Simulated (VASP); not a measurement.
VASP input:

### POSCAR
```
FeSi
1
    2.8046871964    -0.0000000767     0.0000000000
   -1.4023432218     2.4289303353     0.0000000000
   -0.0000000000     0.0000000000     3.4621304551
Fe Si
1 1
Direct
  1.0000000000   1.0000000000   0.0000000000
  0.6666670000   0.3333330000   0.5000000000
```

File KPOINTS:
```
Automatic mesh
0
Gamma
13 13 10
0 0 0
```

**INCAR**
```
! general
SYSTEM   =  FeSi
PREC     =  Accurate
ENCUT    =  400
LREAL    =  F   ! projection in real space or not
LASPH    =  T

! electronic loop
EDIFF    =  1E-6   ! SCF stop (eV)
NELM     =  100
ALGO     =  Normal
LMAXMIX  =  4   ! l cut-off of mixed one-centre charges
LMIXTAU  =  T

! smearing
ISMEAR   =  1
SIGMA    =  0.1   ! width (eV)

! functional
METAGGA  =  R2SCAN

! spin
ISPIN    =  2
MAGMOM   =  1.9 -0.0

! ions
IBRION   =  2
NSW      =  60
ISIF     =  3   ! ions, shape and volume
EDIFFG   =  -0.01

! output
LWAVE    =  F
LCHARG   =  F
LORBIT   =  10
```

POTCAR, in this order: Fe Si (PBE.64 set). Program: vasp_std.

Problem. Write an equivalent input for Ansatz.

Solution. One equivalent input (not run):
Ansatz 0.2 input:
```yaml
crystal:
  lattice:
    - [2.8046872, -0.0000001, 0.0000000]
    - [-1.4023432, 2.4289303, 0.0000000]
    - [0.0000000, 0.0000000, 3.4621305]
  atoms:
    - { symbol: Fe, position: [1.0000000, 1.0000000, 0.0000000], spin: 1.9 }
    - { symbol: Si, position: [0.6666670, 0.3333330, 0.5000000] }
kpoints:
  mp_grid: { grid: [13, 13, 10] }
hamiltonian:
  xc: r2scan
  pseudopotentials: { kind: paw }
magnetization: { spin_polarized: true }
scf:
  occupations: { method: methfessel_paxton, width: 0.1 }
  max_iter: 100
relax:
  max_steps: 60
  f_tol: 0.01
  cell: {}
output: { forces: true, stress: true, eigenvalues: true }
```
Limits of the translation: each code has its own PAW files, so the cut-off isn't converted (ENCUT is set for VASP's; basis.ecutwfc is left out, and Ansatz then takes the one that its files recommend); Ansatz stops its SCF on the density residual and VASP on the energy change (EDIFF).

The structure was generated: FeSi was put into the WC type (P-6m2), which need not be its known phase. This run relaxes it. Symmetry was kept, so distortions that lower it aren't found. The start is the result of an earlier pass.
